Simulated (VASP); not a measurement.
Calculation: HSE06 screened hybrid, VASP's PBE PAW potentials (set 64) (plane waves; VASP).

The input files of a VASP run:

### POSCAR
```
Al3InAs4
1
    5.8399177896     0.0000000000     0.0000000000
    0.0000000000     5.8399177896     0.0000000000
    0.0000000000     0.0000000000     5.8399177896
In As Al
1 4 3
Direct
  1.0000000000   0.0000000000   0.0000000000
  0.2605190864   0.2605190864   0.2605190864
  0.7394809136   0.7394809136   0.2605190864
  0.7394809136   0.2605190864   0.7394809136
  0.2605190864   0.7394809136   0.7394809136
  0.5000000000   0.5000000000   0.0000000000
  0.5000000000   0.0000000000   0.5000000000
  1.0000000000   0.5000000000   0.5000000000
```

### KPOINTS
```
Automatic
0
Gamma
  4 4 4
0 0 0
```

File KPOINTS_OPT:
```
named points and PBE's band edges
5
Reciprocal
  0.000000   0.000000   0.000000 1 ! GAMMA
  0.500000   0.500000   0.500000 1 ! R
  0.500000   0.500000   0.000000 1 ! M
  0.000000   0.500000   0.000000 1 ! X
  0.000000   0.035710   0.000000 1 ! near an edge
```

**INCAR**
```
# general
SYSTEM  =Al3InAs4
PREC    =Accurate
ENCUT   =400
LREAL   =.False.
LASPH   =.True.   # aspherical one-centre terms
ISYM    =3

# electronic loop
EDIFF   =1E-6   # SCF stop (eV)
NELM    =60   # most electronic steps
ALGO    =Normal   # blocked Davidson
LMAXMIX =4   # l cut-off of mixed one-centre charges

# smearing
ISMEAR  =0   # Gaussian
SIGMA   =0.05   # width (eV)

# functional
GGA     =PE   # PBE
LHFCALC =.True.
AEXX    =0.25
HFSCREEN=0.2
PRECFOCK=Fast

# ions
ISIF    =2

# output
LWAVE   =.False.
LCHARG  =.False.
```

POTCAR, in this order: In_d As Al (PBE.64 set). Program: vasp_std. Read from the step before: WAVECAR.

Task: What will the output report for the number of irreducible k-points (NKPTS), largest plane-wave count, number of space-group operations, FFT grid (NGX, NGY, NGZ)?

Result: 
* **number of irreducible k-points (NKPTS)**: 10
* **largest plane-wave count**: 3695
* **number of space-group operations**: 24
* **FFT grid (NGX, NGY, NGZ)**: 40 × 40 × 40

The structure was generated: Al3InAs4 was put into an ordered model structure (P-43m), which need not be its known phase. It was relaxed first.
